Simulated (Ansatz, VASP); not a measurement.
# Pt: VASP beside Ansatz

Aim: how closely do two programs agree when they are given the same cell, functional and k mesh? The cell is taken from a series of runs on this material, whose earlier steps may have relaxed, scaled, displaced or heated it; both programs get it as it stands.

Program: Ansatz 0.2.0. Level of theory: plane waves, with VASP 6.6.1 beside it; single point at LDA. Results are calculated unless marked as measured.

## 1. Starting point

The structure is cubic, space group Fm-3m (No. 225). Conventional cell: a = 3.874 Å, b = 3.874 Å, c = 3.874 Å, α = 90.00°, β = 90.00°, γ = 90.00°. Nearest to Pt lie 12 Pt at 2.74 Å.

Coordinates:

```cif
data_structure
_symmetry_space_group_name_H-M 'Fm-3m'
_symmetry_Int_Tables_number 225
_cell_length_a 3.8738
_cell_length_b 3.8738
_cell_length_c 3.8738
_cell_angle_alpha 90.000
_cell_angle_beta 90.000
_cell_angle_gamma 90.000
_cell_volume 58.13
loop_
_atom_site_label
_atom_site_type_symbol
_atom_site_symmetry_multiplicity
_atom_site_Wyckoff_symbol
_atom_site_fract_x
_atom_site_fract_y
_atom_site_fract_z
_atom_site_occupancy
Pt1 Pt 4 a 0.00000 0.00000 0.00000 1
```

## 2. Ansatz: single point, LDA, pair 1

Ansatz runs on its PAW soft_1 files.

With cell and atoms fixed, the geometry can't cause a difference; cores, projectors, grids and the points listed under the comparison can.

Contents of input.yaml:

```yaml
crystal:
  lattice:
    - [0.0, 1.9369067897, 1.9369067897]
    - [1.9369067897, 0.0, 1.9369067897]
    - [1.9369067897, 1.9369067897, 0.0]
  atoms:
    - { symbol: Pt, position: [0.0, 0.0, 0.0] }
kpoints:
  mp_grid: { grid: [20, 20, 20] }
hamiltonian:
  xc: lda
  pseudopotentials: { kind: paw, azcp: { folder: soft_1 }, xc_functional: pbe }
scf:
  occupations: { method: methfessel_paxton, width: 0.2 }
  lower_state_search: "off"
output:
  forces: true
  stress: true
  eigenvalues: true
```

Launch:

```sh
ansatz run input.yaml --threads 8 --pin off --max-ram 16384MiB --backend cpu --events-out ev --progress --plain --runs-dir out
```

Numbers of over 12 decimals in the logs are rounded to 6 here.

Log:

```text
Engine: ansatz 0.2.0, aarch64-unknown-linux-gnu
Pseudopotentials: kind: paw
Pseudopotential: Pt, paw, valence charge 18, recommended cutoff 420 eV (normal), soft_1/Pt.paw.azcp
Functional definition: SPW92
  exchange = slater_x
  correlation = pw_c
Crystal: 1 atoms, lattice volume = 14.533 Å³
Basis set: ecut = 420 eV, 283 PW (Γ)
Bands: 13, of which v1, the nominal top of the filled ones, is band 9 counted from 1 (8 counted from 0)
Symmetry: 48 space group operations
Space group: Fm-3m (ITA 225), of the structure as read, at distance tolerance 2.4e-5 Å
k-points: 256 of 8000
Non-local potential: Pt, projectors of the file, l = 0: 3, l = 1: 2, l = 2: 2, l = 3: 1
PAW form: soft (Blöchl's): semilocal exchange-correlation on the pseudo side does not see the compensation charge
PAW frozen core: Pt, regenerated for the run's functional, and the local potential with it (the file was generated under x = pbe(κ = 0.804, μ = 0.219515), c = pbe(β = 0.066725))
PAW one-centre angular grid: Pt, 590 points (default); XC on 64 Gauss nodes
Initial density: superposition of atomic densities (chi_scale 0.1, normalization cell)
Initial wavefunctions: pseudopotential atomic-orbital guess
Functional: x = slater, c = lda
SCF iter   1: F=—  HF=-12246.685460 eV  |F-HF|=—  |Δ(HF+E_count)|=         —  Δρ=9.40e-2  dr2=1.17e0  ethr=3.10e-3  ⟨swp⟩=5.0  Hψ=16196  notcnv=0
preconditioner: auto → none  [metal: Δε(μ)=0.005 eV  Ē_g=14.327 eV  σ=0.200 eV  W_gap=0.02  n_scr=8 (ndim 8)  ℏωp=30.8 eV  f_vac=0.000  D(μ)=1.67/eV (n_scr^D=14)  sad-step TF]
SCF iter   2: F=—  HF=-12246.347181 eV  |F-HF|=—  |Δ(HF+E_count)|=   3.38e-1  S|Δr|=    0.00e0  Δρ=4.30e-2  dr2=2.26e-1  ethr=3.10e-3  ⟨swp⟩=2.2  Hψ=6495  notcnv=0
SCF iter   3: F=—  HF=-12246.273459 eV  |F-HF|=—  |Δ(HF+E_count)|=   7.37e-2  S|Δr|=    0.00e0  Δρ=4.57e-3  dr2=1.07e-3  ethr=1.25e-3  ⟨swp⟩=2.0  Hψ=5489  notcnv=0
SCF iter   4: F=—  HF=-12246.274225 eV  |F-HF|=—  |Δ(HF+E_count)|=   7.66e-4  S|Δr|=    0.00e0  Δρ=1.38e-4  dr2=1.41e-6  ethr=5.95e-6  ⟨swp⟩=2.2  Hψ=5702  notcnv=0
SCF iter   5: F=—  HF=-12246.274233 eV  |F-HF|=—  |Δ(HF+E_count)|=   7.60e-6  S|Δr|=    0.00e0  Δρ=5.54e-5  dr2=3.81e-7  ethr=5.56e-10  ⟨swp⟩=6.4  Hψ=16379  notcnv=0
SCF iter   6: F=-12246.274233 eV  HF=-12246.274233 eV  |F-HF|=4.25e-9  |Δ(HF+E_count)|=   1.22e-7  S|Δr|=    0.00e0  Δρ=6.26e-6  dr2=5.00e-9  ethr=5.56e-10  ⟨swp⟩=2.9  Hψ=12169  notcnv=0
SCF 1 converged in 6 iterations: F = -12246.274233 eV  dr2 = 5.00e-9
  greatest PAW one-centre occupation: 1.000 electrons in one spin orbital (limit 2), on the Pt atom at site 0 (counted from 0), in its partial waves of l = 0
SCF converged after 6 iterations
Stability not checked: this state was not tested for a lower state beside it, because cold or Methfessel-Paxton smearing, or corrected tetrahedra, fill the levels in a way that the test cannot read (fill_not_monotonic; see scf.lower_state_search)
Free energy (F): -12246.274233 eV
Harris-Foulkes:  -12246.274233 eV  (|F-HF|=4.25e-9)
Internal energy: -12246.273419 eV  (E = F + TS)
E sigma→0 (E₀):  -12246.274029 eV
Entropy (-TS):   -0.000814 eV (-0.814 meV/atom)
Fermi energy:    24.214379 eV
--- Per-component energies (eV) ---
  E_band       = -117.806292
  E_kinetic    = 598.701176
  E_local      = -1382.255960  (includes V_loc(G=0)·N_el)
  E_nonlocal   = 211.181304
  E_hartree    = 525.388530
  E_xc         = -231.813318
  E_vxc        = -272.137664  (∫ρ·V_xc dr)
  E_paw        = -9207.016726  (= ΣΔE_a)
  E_vpaw       = -324.076657  (= ΣTr[D̂ρ^β])
  E_aug_tail   = 0.001162  (compensation charges beyond the density's cutoff)
  E_ewald      = -2760.923495
  E_core_change = 0.463908  (= ΣΔE_core)
  E_smearing   = -0.000814  (= −TS)
  E_closure    = 0.000000  (closes the sum)
  Σ components = -12246.274233   (vs F -12246.274233, Δ=0.00e0)
--- Forces (eV/Å), atoms counted from 1 ---
  atom   1  Pt     0.00000000     0.00000000    -0.00000000
  max |Σ_I F_I| component: 7.81e-32 eV/Å
--- Stress (GPa, compression-positive) ---
        4.842021       0.000000      -0.000000
       -0.000000       4.842021       0.000000
        0.000000      -0.000000       4.842021
  P = ⅓ Tr σ = 4.8420 GPa (48.420 kbar)
--- Band table (eV; the first three rows and the last of 256) ---
  k-point 0: bands = [... 5 lower, 20.1496, 20.1496, 20.1496, 22.4787, 22.4787, 38.7527, 43.8382, 43.8382]
  k-point 1: bands = [... 5 lower, 20.1007, 20.1928, 20.1928, 22.4534, 22.4534, 38.9200, 43.2889, 44.0013]
  k-point 2: bands = [... 5 lower, 19.9714, 20.3095, 20.3095, 22.3945, 22.3945, 39.3873, 42.0878, 44.4790]
  k-point 255: bands = [... 5 lower, 19.3450, 19.3450, 22.0551, 24.7453, 31.4748, 32.6496, 32.6496, 36.6019]
```

The run ends at a pressure of 4.84 GPa.

## 3. VASP: single point, LDA, pair 1

The same cell, functional (in two slightly different forms), mesh and smearing now go to VASP, with its own data sets.

Lines of VASP's logs that name or quote its potential files are left out, and so is its time.

Contents of INCAR:

```
SYSTEM = Pt
PREC = Accurate
ENCUT = 500
EDIFF = 1E-06
NELM = 120
ISMEAR = 1
SIGMA = 0.2
LREAL = .FALSE.
ALGO = Normal
GGA = PW92
NBANDS = 11
LASPH = .TRUE.
LORBIT = 11
LWAVE = .FALSE.
LCHARG = .FALSE.
ISIF = 2
GGA_COMPAT = .FALSE.
```

Contents of POSCAR:

```
Pt
1.0
    0.0000000000      1.9369067897      1.9369067897
    1.9369067897      0.0000000000      1.9369067897
    1.9369067897      1.9369067897      0.0000000000
Pt
1
Direct
    0.0000000000      0.0000000000      0.0000000000
```

Contents of KPOINTS:

```
Automatic mesh
0
Gamma
20 20 20
0 0 0
```

PAW data sets: Pt (LDA family, release 64).

Launch:

```sh
mpirun -np 1 vasp_std
```

Log:

```text
[banner, memory and clock lines left out]
running    1 mpi-ranks, on    1 nodes
 distrk:  each k-point on    1 cores,    1 groups
 distr:  one band on    1 cores,    1 groups

 POSCAR found type information on POSCAR Pt
 POSCAR found :  1 types and       1 ions
|                                                                             |
|               ----> ADVICE to this user running VASP <----                  |
|                                                                             |
|     You enforced a specific xc type in the INCAR file but a different       |
|     [... a line on the potential file left out ...]
|     I HOPE YOU KNOW WHAT YOU ARE DOING!                                     |
|                                                                             |

 LDA part: xc-table for (Slater(with rela. corr.)+PW92), standard interpolation
 POSCAR, INCAR and KPOINTS ok, starting setup
 FFT: planning ... GRIDC
 FFT: planning ... GRID_SOFT
 FFT: planning ... GRID
 WAVECAR not read
 entering main loop
       N       E                     dE             d eps       ncg     rms          rms(c)
DAV:   1     0.378388339024E+02    0.37839E+02   -0.52320E+03  5752   0.818E+02
DAV:   2    -0.731116376859E+01   -0.45150E+02   -0.43437E+02  6499   0.177E+02
DAV:   3    -0.792092787603E+01   -0.60976E+00   -0.60701E+00  6553   0.193E+01
DAV:   4    -0.792328329714E+01   -0.23554E-02   -0.23553E-02  6519   0.142E+00
DAV:   5    -0.792330096973E+01   -0.17673E-04   -0.17673E-04  6652   0.113E-01    0.147E+01
DAV:   6    -0.754900462141E+01    0.37430E+00   -0.82412E-01  6046   0.720E+00    0.761E+00
DAV:   7    -0.750246097608E+01    0.46544E-01   -0.14773E-01  6508   0.293E+00    0.265E+00
DAV:   8    -0.749776734552E+01    0.46936E-02   -0.64731E-03  6136   0.763E-01    0.547E-01
DAV:   9    -0.749760823115E+01    0.15911E-03   -0.11402E-04  6334   0.102E-01    0.118E-02
DAV:  10    -0.749761201074E+01   -0.37796E-05   -0.24217E-06  6724   0.106E-02    0.178E-03
DAV:  11    -0.749761206088E+01   -0.50143E-07   -0.40944E-08  3479   0.189E-03
   1 F= -.74976121E+01 E0= -.74973550E+01  d E =-.771292E-03
```

Parts of OUTCAR (step 3):

```text
ion  position               nearest neighbor table
   1  0.000  0.000  0.000-

  LATTYP: Found a face centered cubic cell.
 ALAT       =     3.8738135794

 Subroutine GETGRP returns: Found 48 space group operations
 (whereof 48 operations were pure point group operations)

The static configuration has the point symmetry O_h .

 Found    256 irreducible k-points:

   k-points           NKPTS =    256   k-points in BZ     NKDIM =    256   number of bands    NBANDS=     11

   dimension x,y,z NGX =    20 NGY =   20 NGZ =   20
   dimension x,y,z NGXF=    40 NGYF=   40 NGZF=   40

   ENCUT  =  500.0 eV  36.75 Ry    6.06 a.u.   4.99  4.99  4.99*2*pi/ulx,y,z

   NELECT =      10.0000    total number of electrons

 k-points in reciprocal lattice and weights: Automatic mesh
   0.00000000  0.00000000  0.00000000       0.000
   0.05000000  0.00000000  0.00000000       0.001
   0.10000000  0.00000000  0.00000000       0.001
   0.15000000  0.00000000  0.00000000       0.001
   0.20000000  0.00000000  0.00000000       0.001
   0.25000000  0.00000000  0.00000000       0.001
   0.30000000  0.00000000  0.00000000       0.001
   0.35000000  0.00000000  0.00000000       0.001
   0.40000000  0.00000000  0.00000000       0.001
[...]
-0.30000000  0.50000000  0.20000000       0.002
  -0.25000000  0.50000000  0.25000000       0.001

 average (electrostatic) potential at core
       1 -62.4236

 E-fermi :  11.8792

 k-point     1 :       0.0000    0.0000    0.0000
  band No.  band energies     occupation
    ...
      2       7.8194      2.00000
      3       7.8194      2.00000
      4       7.8194      2.00000
      5      10.1486      2.00000
      6      10.1486      2.00000
      7      26.3829      0.00000
      8      31.5168      0.00000
      9      31.5168      0.00000
     10      31.5168      0.00000
     11      37.1087      0.00000

 k-point     2 :       0.0500    0.0000    0.0000
  band No.  band energies     occupation
    ...
      2       7.7703      2.00000
      3       7.8624      2.00000
      4       7.8624      2.00000
      5      10.1231      2.00000
      6      10.1231      2.00000
      7      26.5529      0.00000
      8      30.9703      0.00000
      9      31.6831      0.00000
     10      31.6831      0.00000
     11      37.7361      0.00000

 k-point     3 :       0.1000    0.0000    0.0000
  band No.  band energies     occupation
    ...
      2       7.6403      2.00000
      3       7.9786      2.00000
      4       7.9786      2.00000
      5      10.0637      2.00000
      6      10.0637      2.00000
      7      27.0277      0.00000
      8      29.7706      0.00000
      9      32.1706      0.00000
     10      32.1706      0.00000
     11      38.8206      0.00000

  Total        0.4940870      0.4940870      0.4940870      0.0000000     -0.0000000      0.0000000
  in kB       54.4700630     54.4700630     54.4700630      0.0000000     -0.0000000      0.0000000
  external PRESSURE =      54.4700630 kB  Pullay stress =       0.0000000 kB

  energy-cutoff  :      500.00
  volume of cell :       14.53
      direct lattice vectors                 reciprocal lattice vectors
     0.000000000  1.936906790  1.936906790    -0.258143553  0.258143553  0.258143553
     1.936906790  0.000000000  1.936906790     0.258143553 -0.258143553  0.258143553
     1.936906790  1.936906790  0.000000000     0.258143553  0.258143553 -0.258143553

 POSITION                                       TOTAL-FORCE (eV/Angst)
 -----------------------------------------------------------------------------------
      0.00000      0.00000      0.00000         0.000000      0.000000      0.000000
 -----------------------------------------------------------------------------------
    total drift:                               -0.000000     -0.000000     -0.000000

  FREE ENERGIE OF THE ION-ELECTRON SYSTEM (eV)
  ---------------------------------------------------
  free  energy   TOTEN  =        -7.4976120609 eV

  energy  without entropy=       -7.4968407693  energy(sigma->0) =       -7.49735496

 total charge
# of ion       s       p       d       tot
------------------------------------------
    1        0.659   0.659   8.088   9.407

[... 3 further parts left out ...]
```

The run ends at a pressure of 5.45 GPa.

## 4. Side by side

Known differences besides the potentials themselves: the data sets hold 18 valence electrons in Ansatz (on its PAW soft_1 files) and 10 in VASP; the cutoff is 420 eV in Ansatz and 500 eV in VASP; VASP's log shows a relativistic correction to its local exchange, Ansatz's none. Total energies have different zeros and are not compared.

Compared:

```
      quantity  Ansatz  VASP  difference
pressure (GPa)    4.84  5.45       -0.60
```

## 5. VASP: single point, LDA, pair 2

With cell and atoms fixed, the geometry can't cause a difference; cores, projectors, grids and the points listed under the comparison can. The cell compared in this pair holds 14.31 Å³, against 14.53 Å³ for the pair before.

INCAR is that of step 3.

Contents of POSCAR:

```
Pt
1.0
    0.0000000000      1.9270244403      1.9270244403
    1.9270244403      0.0000000000      1.9270244403
    1.9270244403      1.9270244403      0.0000000000
Pt
1
Direct
    0.0000000000      0.0000000000      0.0000000000
```

KPOINTS is that of step 3.

Launch:

```sh
mpirun -np 1 vasp_std
```

Log:

```text
[banner, memory and clock lines left out]
running    1 mpi-ranks, on    1 nodes
[...]
[... a notice as in an earlier step ...]

 LDA part: xc-table for (Slater(with rela. corr.)+PW92), standard interpolation
 POSCAR, INCAR and KPOINTS ok, starting setup
[...]
entering main loop
       N       E                     dE             d eps       ncg     rms          rms(c)
DAV:   1     0.383678653628E+02    0.38368E+02   -0.52231E+03  5736   0.820E+02
DAV:   2    -0.731560576363E+01   -0.45683E+02   -0.43877E+02  6508   0.178E+02
DAV:   3    -0.790647581014E+01   -0.59087E+00   -0.58813E+00  6591   0.193E+01
DAV:   4    -0.790871462676E+01   -0.22388E-02   -0.22387E-02  6548   0.140E+00
[...]
DAV:   9    -0.748625528634E+01    0.15480E-03   -0.11320E-04  6373   0.102E-01    0.115E-02
DAV:  10    -0.748625920517E+01   -0.39188E-05   -0.24901E-06  6777   0.107E-02    0.180E-03
DAV:  11    -0.748625924699E+01   -0.41818E-07   -0.39818E-08  3461   0.187E-03
   1 F= -.74862592E+01 E0= -.74860504E+01  d E =-.626624E-03
```

Parts of OUTCAR (step 5):

```text
  Total        0.9659877      0.9659877      0.9659877      0.0000000      0.0000000     -0.0000000
  in kB      108.1410304    108.1410304    108.1410304      0.0000000      0.0000000     -0.0000000
  external PRESSURE =     108.1410304 kB  Pullay stress =       0.0000000 kB

 POSITION                                       TOTAL-FORCE (eV/Angst)
 -----------------------------------------------------------------------------------
      0.00000      0.00000      0.00000        -0.000000      0.000000      0.000000
 -----------------------------------------------------------------------------------
    total drift:                               -0.000000     -0.000000     -0.000000

  FREE ENERGIE OF THE ION-ELECTRON SYSTEM (eV)
  ---------------------------------------------------
  free  energy   TOTEN  =        -7.4862592470 eV

  energy  without entropy=       -7.4856326233  energy(sigma->0) =       -7.48605037

[... 1 part as in an earlier step ...]

[... 2 further parts left out ...]
[key lines of the parts left out:]
E-fermi :  12.1953
```

The run ends at a pressure of 10.81 GPa.

[end of part 1 of 2]

[Lines on the potential files, build, host, timing and source positions are cut from VASP's logs without a mark.]

[Logs are printed without paths, hosts, clocks, repeated set-up lines and the standing remarks that a program may print on its own settings, such as how far it seeks lower states.]

[Hosts, paths, dates, database ids (printed as entryN), source tags and the programs' standing remarks are cut or masked in the printed files.]
